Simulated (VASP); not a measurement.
# Be2TeS2 (P-4m2) in VASP: single point with PBE+D3(BJ)

Aim: the single point of Be2TeS2 with PBE+D3(BJ).

All numbers are computed with VASP 6.6.1; they aren't measurements. Logs are shortened: lines on timing, memory, paths and dates and some standing lists are left out, and cuts for length are marked.

## 1. The crystal as given

It takes space group P-4m2 (No. 115, tetragonal). The conventional cell has a = 3.293 Å, b = 3.293 Å, c = 9.859 Å, α = 90.00°, β = 90.00°, γ = 90.00°. Be (site symmetry -4m2) is surrounded by 4 S at 2.08 Å and 4 Be at 2.33 Å. Be (site symmetry -4m2) has 4 S at 2.08 Å and 4 Be at 2.33 Å as nearest neighbours. Te (site symmetry -4m2) has 4 Te at 3.29 Å as nearest neighbours. S (site symmetry 2mm) has 4 Be at 2.08 Å as nearest neighbours.

The cell was built by a generator and needn't be a form met in nature.

## 2. Single point, PBE+D3(BJ)

The input, INCAR:

```
SYSTEM = Be2TeS2
ALGO = Fast ; EDIFF = 1E-6
ENCUT = 520 ; GGA = PE
ISIF = 2 ; ISMEAR = 0
IVDW = 12 ; LASPH = .True.
LCHARG = .False. ; LREAL = .False.
LWAVE = .False. ; NBANDS = 19
NELM = 100 ; PREC = Accurate
SIGMA = 0.1
```

The input, KPOINTS:

```
Automatic mesh
0
Gamma
  12 12 4
  0.5 0.5 0.5
```

The input, POSCAR:

```
Be2TeS2
1.0
    3.2930490973      0.0000000000      0.0000000000
    0.0000000000      3.2930490973      0.0000000000
    0.0000000000      0.0000000000      9.8589184955
Be Te S
2 1 2
Direct
    0.0000000000      0.0000000000      0.0000000000
    0.5000000000      0.5000000000      0.0000000000
    0.5000000000      0.5000000000      0.5000000000
    0.5000000000      0.0000000000      0.8711814135
    0.0000000000      0.5000000000      0.1288185865
```

Potentials or basis: VASP PAW PBE potentials, release 64 (Be, Te, S).

Launch:

```
$ cat potpaw_PBE.64/Be/POTCAR potpaw_PBE.64/Te/POTCAR potpaw_PBE.64/S/POTCAR > POTCAR
$ mpirun -np 1 vasp_std > vasp.out
```

OUTCAR:

```text
SYSTEM = Be2TeS2
   EDIFF = 1E-6
   ENCUT = 520
   GGA = PE
   ISIF = 2
   ISMEAR = 0
   IVDW = 12
   LASPH = .True.
   LREAL = .False.
   NELM = 100
   PREC = Accurate
 IVDW          = 12

 ion  position               nearest neighbor table
   1  0.000  0.000  0.000-   4 2.08   5 2.08   5 2.08   4 2.08   2 2.33   2 2.33   2 2.33   2 2.33

   2  0.500  0.500  0.000-   4 2.08   5 2.08   4 2.08   5 2.08   1 2.33   1 2.33   1 2.33   1 2.33

   3  0.500  0.500  0.500-
   4  0.500  0.000  0.871-   1 2.08   2 2.08   2 2.08   1 2.08
   5  0.000  0.500  0.129-   1 2.08   2 2.08   1 2.08   2 2.08

  LATTYP: Found a simple tetragonal cell.
 ALAT       =     3.2930490973
 C/A-ratio  =     2.9938571227

  Lattice vectors:

 A1 = (   3.2930490973,   0.0000000000,   0.0000000000)
 A2 = (   0.0000000000,   3.2930490973,   0.0000000000)
 A3 = (   0.0000000000,   0.0000000000,   9.8589184955)

Analysis of symmetry for initial positions (statically):
=====================================================================
 Subroutine PRICEL returns:
 Original cell was already a primitive cell.

 Routine SETGRP: Setting up the symmetry group for a
 simple tetragonal supercell.

 Subroutine GETGRP returns: Found  8 space group operations
 (whereof  8 operations were pure point group operations)
 out of a pool of 16 trial point group operations.

The static configuration has the point symmetry D_2d.

Analysis of symmetry for dynamics (positions and initial velocities):
=====================================================================
 Subroutine PRICEL returns:
 Original cell was already a primitive cell.

 Routine SETGRP: Setting up the symmetry group for a
 simple tetragonal supercell.

 Subroutine GETGRP returns: Found  8 space group operations
 (whereof  8 operations were pure point group operations)
 out of a pool of 16 trial point group operations.

The dynamic configuration has the point symmetry D_2d.

 Subroutine INISYM returns: Found  8 space group operations
 (whereof  8 operations are pure point group operations),
 and found     1 'primitive' translations

----------------------------------------------------------------------------------------

                                     Primitive cell

  volume of cell :     106.9118

  direct lattice vectors                    reciprocal lattice vectors
     3.293049097  0.000000000  0.000000000     0.303669933  0.000000000  0.000000000
     0.000000000  3.293049097  0.000000000     0.000000000  0.303669933  0.000000000
     0.000000000  0.000000000  9.858918495     0.000000000  0.000000000  0.101431004

  length of vectors
     3.293049097  3.293049097  9.858918495     0.303669933  0.303669933  0.101431004

  position of ions in fractional coordinates (direct lattice)
     0.000000000  0.000000000  0.000000000
     0.500000000  0.500000000  0.000000000
     0.500000000  0.500000000  0.500000000
     0.500000000  0.000000000  0.871181413
     0.000000000  0.500000000  0.128818587

  ion indices of the primitive-cell ions
   primitive index   ion index
                 1           1
                 2           2
                 3           3
                 4           4
                 5           5

----------------------------------------------------------------------------------------

 KPOINTS: Automatic mesh

Automatic generation of k-mesh.
 Grid dimensions read from file:
 generate k-points for:   12   12    4

 Generating k-lattice:

  Cartesian coordinates                     Fractional coordinates (reciprocal lattice)
     0.025305828  0.000000000  0.000000000     0.083333333  0.000000000  0.000000000
     0.000000000  0.025305828  0.000000000     0.000000000  0.083333333  0.000000000
     0.000000000  0.000000000  0.025357751     0.000000000  0.000000000  0.250000000

  Length of vectors
     0.025305828  0.025305828  0.025357751

  Shift w.r.t. Gamma in fractional coordinates (k-lattice)
     0.500000000  0.500000000  0.500000000

 Subroutine IBZKPT returns following result:
 ===========================================

 Found     42 irreducible k-points:

 Following reciprocal coordinates:
            Coordinates               Weight
  0.041667  0.041667  0.125000      8.000000
  0.125000  0.041667  0.125000     16.000000
  0.208333  0.041667  0.125000     16.000000
  0.291667  0.041667  0.125000     16.000000
  0.375000  0.041667  0.125000     16.000000
  0.458333  0.041667  0.125000     16.000000
[... 16 lines left out ...]
  0.125000  0.041667  0.375000     16.000000
  0.208333  0.041667  0.375000     16.000000
 [... further k-points ...]
   k-points           NKPTS =     42   k-points in BZ     NKDIM =     42   number of bands    NBANDS=     19
   number of dos      NEDOS =    301   number of ions     NIONS =      5
   total plane-waves  NPLWV =  46080
   dimension x,y,z NGX =    24 NGY =   24 NGZ =   80
   dimension x,y,z NGXF=    48 NGYF=   48 NGZF=  160
   ions per type =               2   1   2
   NGX,Y,Z   is equivalent  to a cutoff of  12.12, 12.12, 13.49 a.u.
   NGXF,Y,Z  is equivalent  to a cutoff of  24.23, 24.23, 26.98 a.u.
 SYSTEM =  Be2TeS2
   PREC   = accura    normal or accurate (medium, high low for compatibility)
   ISTART =      0    job   : 0-new  1-cont  2-samecut
   ICHARG =      2    charge: 1-file 2-atom 10-const
   ISPIN  =      1    spin polarized calculation?
   LNONCOLLINEAR =      F non collinear calculations
   LSORBIT =      F    spin-orbit coupling
   LASPH  =      T    aspherical Exc in radial PAW
   ENCUT  =  520.0 eV  38.22 Ry    6.18 a.u.   6.12  6.12 18.33*2*pi/ulx,y,z
   NELM   =    100;   NELMIN=  2; NELMDL= -5     # of ELM steps
   EDIFF  = 0.1E-05   stopping-criterion for ELM
   LREAL  =      F    real-space projection
   EDIFFG = 0.1E-04   stopping-criterion for IOM
   NSW    =      0    number of steps for IOM
   IBRION =     -1    ionic relax: 0-MD 1-quasi-New 2-CG
   NFREE  =      0    steps in history (QN), initial steepest desc. (CG)
   ISIF   =      2    stress and relaxation
   ISYM   =      2    0-nonsym 1-usesym 2-fastsym
   POTIM  = 0.5000    time-step for ionic-motion
   TEBEG  =    0.0;   TEEND  =   0.0 temperature during run
   PSTRESS=    0.0 pullay stress
   NELECT =      22.0000    total number of electrons
   NUPDOWN=      -1.0000    fix difference up-down
   EMIN   =  10.00;   EMAX   =-10.00  energy-range for DOS
   EFERMI =   0.00;   METHOD = LEGACY
   ISMEAR =     0;   SIGMA  =   0.10  broadening in eV -4-tet -1-fermi 0-gaus
   EFERMI_NEDOS =   21; number of points for ismear=-14 and -15
   IALGO  =     68    algorithm
   IMIX   =      4    mixing-type and parameters
     AMIX     =   0.40;   BMIX     =  1.00
     AMIX_MAG =   1.60;   BMIX_MAG =  1.00
  volume/ion in A,a.u.               =      21.38       144.30
  Fermi-wavevector in a.u.,A,eV,Ry     =   0.966512  1.826442 12.709815  0.934145
  Thomas-Fermi vector in A             =   2.096320
   LORBIT       =      0    0 simple, 1 ext, 2 COOP (PROOUT), +10 PAW based schemes
   GGA     = PE    functional components
   LHFCALC =     F    Hartree Fock is set to
   AEXX    =    0.0000 exact exchange contribution
   IVDW    =    12    specifies the selected vdW correction
   LEPSILON=     F    determine dielectric tensor
   LRPA    =     F    only Hartree local field effects (RPA)
 non-spin polarized calculation
 RMM-DIIS sequential band-by-band and
 Gauss-broadening in eV      SIGMA  =   0.10
  energy-cutoff  :      520.00
  volume of cell :      106.91
 maximum number of plane-waves:      2905
   NGX = 13   NGY = 13   NGZ = 37

 number of electron      21.9999995 magnetization

 Free energy of the ion-electron system (eV)
  ---------------------------------------------------
  ext. energy  EPLUGINS =         0.00000000
  ---------------------------------------------------
  free energy    TOTEN  =       -21.92906537 eV

  energy without entropy =      -21.92415249  energy(sigma->0) =      -21.92660893

 E-fermi :   3.2855     XC(G=0):  -8.5564

 val. band max:        3.2248466243   @ k =   0.3750   0.2917   0.3750
 cond. band min:       3.3531166646   @ k =   0.2917   0.2083   0.3750
 fundamental gap:      0.1282700402
 Fermi energy:         3.2855389412

 k-point     1 :       0.0417    0.0417    0.1250
  band No.  band energies     occupation
      1     -11.2645      2.00000
      2      -9.6455      2.00000
      3      -8.2127      2.00000
      4      -1.4679      2.00000
      5      -0.3672      2.00000
      6      -0.2456      2.00000
[... 11 lines left out ...]
     18       9.9105      0.00000
     19      11.0912      0.00000

 k-point     2 :       0.1250    0.0417    0.1250
  band No.  band energies     occupation
      1     -11.1538      2.00000
      2      -9.5907      2.00000
      3      -8.0693      2.00000
      4      -1.4213      2.00000
      5      -1.0287      2.00000
      6      -0.1518      2.00000
[... 11 lines left out ...]
     18       9.9342      0.00000
     19      11.5413      0.00000

 k-point     3 :       0.2083    0.0417    0.1250
  band No.  band energies     occupation
      1     -10.9401      2.00000
      2      -9.5059      2.00000
      3      -7.7967      2.00000
      4      -1.8663      2.00000
      5      -1.3947      2.00000
      6       0.0942      2.00000
[... 11 lines left out ...]
     18      10.1784      0.00000
     19      11.3768      0.00000

 k-point     4 :       0.2917    0.0417    0.1250
  band No.  band energies     occupation
      1     -10.6406      2.00000
      2      -9.4427      2.00000
      3      -7.4312      2.00000
      4      -2.5710      2.00000
      5      -1.6025      2.00000
      6       0.2890      2.00000
[... 11 lines left out ...]
     18      10.1845      0.00000
     19      10.8151      0.00000

 k-point     5 :       0.3750    0.0417    0.1250
  band No.  band energies     occupation
      1     -10.2866      2.00000
      2      -9.4694      2.00000
      3      -7.0493      2.00000
      4      -2.9849      2.00000
      5      -2.1466      2.00000
      6      -0.0402      2.00000
[... 11 lines left out ...]
     18       9.7538      0.00000
     19      10.7859      0.00000

 k-point     6 :       0.4583    0.0417    0.1250
  band No.  band energies     occupation
      1      -9.9286      2.00000
      2      -9.6353      2.00000
      3      -6.7864      2.00000
      4      -3.0253      2.00000
      5      -2.7068      2.00000
      6      -0.6376      2.00000
[... 11 lines left out ...]
     18       9.5770      0.00000
     19      10.5230      0.00000

 k-point     7 :       0.1250    0.1250    0.1250
  band No.  band energies     occupation
      1     -11.0444      2.00000
      2      -9.5356      2.00000
      3      -7.9258      2.00000
      4      -1.3710      2.00000
      5      -1.1084      2.00000
      6      -0.6115      2.00000
[... 11 lines left out ...]
     18      10.0268      0.00000
     19      11.6705      0.00000

 k-point     8 :       0.2083    0.1250    0.1250
  band No.  band energies     occupation
      1     -10.8333      2.00000
      2      -9.4499      2.00000
      3      -7.6530      2.00000
      4      -1.7710      2.00000
      5      -1.3319      2.00000
      6      -0.5351      2.00000
[... 256 lines left out ...]
 k-point    20 :       0.4583    0.3750    0.1250
  band No.  band energies     occupation
      1      -9.2622      2.00000
      2      -9.1160      2.00000
      3      -5.6014      2.00000
      4      -2.2124      2.00000
      5      -2.1000      2.00000
      6      -1.2761      2.00000
[... 11 lines left out ...]
     18      10.1588      0.00000
     19      11.2139      0.00000

 k-point    21 :       0.4583    0.4583    0.1250
  band No.  band energies     occupation
      1      -9.1048      2.00000
      2      -9.0522      2.00000
      3      -5.3301      2.00000
      4      -2.2689      2.00000
      5      -2.2321      2.00000
      6      -1.0528      2.00000
[... 11 lines left out ...]
     18      10.4556      0.00000
     19      10.7401      0.00000

 k-point    22 :       0.0417    0.0417    0.3750
  band No.  band energies     occupation
      1     -11.2637      2.00000
      2      -9.6510      2.00000
      3      -8.2044      2.00000
      4      -1.5805      2.00000
      5      -0.3490      2.00000
      6      -0.2456      2.00000
[... 11 lines left out ...]
     18       9.8901      0.00000
     19      10.5104      0.00000

 k-point    23 :       0.1250    0.0417    0.3750
  band No.  band energies     occupation
      1     -11.1531      2.00000
      2      -9.5954      2.00000
      3      -8.0620      2.00000
      4      -1.5215      2.00000
      5      -1.0104      2.00000
      6      -0.1482      2.00000
[... 11 lines left out ...]
     18       9.9225      0.00000
     19      11.0465      0.00000

 k-point    24 :       0.2083    0.0417    0.3750
  band No.  band energies     occupation
      1     -10.9394      2.00000
      2      -9.5094      2.00000
      3      -7.7912      2.00000
      4      -1.8533      2.00000
      5      -1.4660      2.00000
      6       0.0987      2.00000
[... 11 lines left out ...]
     18      10.3540      0.00000
     19      11.4841      0.00000

 [... further k-points ...]

------------------------ aborting loop because EDIFF is reached ----------------------------------------

 Edisp (eV)   -1.40365

 E8    (eV) :    -0.5355

  FORCE on cell =-STRESS in cart. coord.  units (eV):
  Direction    XX          YY          ZZ          XY          YZ          ZX
  --------------------------------------------------------------------------------------
  -------------------------------------------------------------------------------------
  Total      -0.17905    -0.17905     0.00271     0.00000    -0.00000     0.00000
  in kB      -2.68325    -2.68325     0.04060     0.00000    -0.00000     0.00000
  external pressure =       -1.78 kB  Pullay stress =        0.00 kB

 VOLUME and BASIS-vectors are now :
 -----------------------------------------------------------------------------
  energy-cutoff  :      520.00
  volume of cell :      106.91
      direct lattice vectors                 reciprocal lattice vectors
     3.293049097  0.000000000  0.000000000     0.303669933  0.000000000  0.000000000
     0.000000000  3.293049097  0.000000000     0.000000000  0.303669933  0.000000000
     0.000000000  0.000000000  9.858918495     0.000000000  0.000000000  0.101431004

 POSITION                                       TOTAL-FORCE (eV/Angst)
 -----------------------------------------------------------------------------------
      0.00000      0.00000      0.00000         0.000000     -0.000000      0.000000
      1.64652      1.64652      0.00000        -0.000000     -0.000000      0.000000
      1.64652      1.64652      4.92946        -0.000000      0.000000      0.000000
      1.64652      0.00000      8.58891        -0.000000      0.000000      0.008843
      0.00000      1.64652      1.27001        -0.000000     -0.000000     -0.008843
 -----------------------------------------------------------------------------------
    total drift:                               -0.000000      0.000000      0.000000

  FREE ENERGIE OF THE ION-ELECTRON SYSTEM (eV)
  ---------------------------------------------------
  free  energy   TOTEN  =       -23.3327112869 eV

  energy  without entropy=      -23.3277984092  energy(sigma->0) =      -23.33025485
```

It took 75 s on 1 thread of Intel Xeon Platinum 8488C (Sapphire Rapids), shared host; peak memory 0.26 GiB.

What came out:

```yaml
Free_energy: -23.3327 eV
Pressure: -0.2 GPa
Largest_force: 0.009 eV/Å
Band_gap_on_the_k_mesh: none (metal or under the smearing width)
Dispersion_energy_per_atom: -0.281 eV
```

Forces on the atoms (eV/Å):
```
Be   0.000  0.000  0.000
Be   0.000  0.000  0.000
Te   0.000  0.000  0.000
S    0.000  0.000  0.009
S    0.000  0.000 -0.009
```

The run has no spin-orbit coupling, so splittings on Te are missing.
